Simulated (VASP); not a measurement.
Input:

```
CELL_PARAMETERS angstrom
      5.74760     0.00000     0.00000
      0.00000     5.56422     5.56382
      0.00000    -5.56422     5.56382
ATOMIC_POSITIONS crystal
  Cs 0.50000 0.50750 0.50750
  Cs 0.50000 0.00573 0.00573
  Pb 0.00000 0.50714 0.00733
  Pb 0.00000 0.00733 0.50714
  Cl 0.00000 0.19785 0.81646
  Cl 0.00000 0.81646 0.19785
  Cl 0.50000 0.00698 0.50781
  Cl 0.50000 0.50781 0.00698
  Cl 0.00000 0.69856 0.69856
  Cl 0.00000 0.31668 0.31668
```

Level of theory: r2SCAN meta-GGA, VASP's PBE PAW potentials (set 64) (plane waves; VASP). Run with 400 eV cut-off, 5×3×3 Γ-centred mesh, tetrahedra with Blöchl corrections, potentials Cs_sv Pb_d Cl.

Unless said otherwise, spin-orbit coupling is left out, though it shifts the bands of the heavy elements here.

Give the energies of bands 37 to 50 at the high-symmetry points, in eV from the valence-band maximum.

```tsv
band	Γ	Y	F0	Z	B0	T	S	R
37	-2.24	-2.29	-2.29	-2.35	-2.40	-2.40	-2.27	-2.16
38	-2.24	-2.29	-2.29	-2.21	-2.40	-2.40	-2.27	-2.16
39	-2.20	-2.28	-2.28	-2.21	-2.21	-2.21	-2.23	-2.12
40	-2.12	-2.28	-2.28	-2.00	-2.21	-2.21	-2.22	-2.12
41	-2.06	-2.17	-2.17	-1.90	-1.95	-1.95	-2.15	-2.03
42	-2.06	-2.17	-2.17	-1.90	-1.95	-1.95	-2.15	-2.03
43	-1.95	-1.51	-1.51	-1.34	-0.74	-0.74	-1.72	-0.97
44	-0.70	-1.51	-1.51	0.00	-0.74	-0.74	-1.71	-0.97
45	3.37	3.65	3.65	2.66	3.14	3.14	4.66	3.11
46	3.37	3.65	3.65	2.85	3.14	3.14	4.66	3.11
47	4.53	5.67	5.67	2.85	3.28	3.28	4.84	4.28
48	5.22	5.67	5.67	3.54	3.28	3.28	4.85	4.29
49	5.51	5.91	5.91	5.47	5.47	5.47	5.68	4.43
50	6.00	5.92	5.92	5.57	5.48	5.48	5.71	4.43
```

The gap is direct, 2.66 eV, from the valence maximum at Z to the conduction minimum at Z.

The structure comes from a computed database's CsPbCl3 entry (Amm2); how it stands against other phases isn't given here. It was relaxed first.
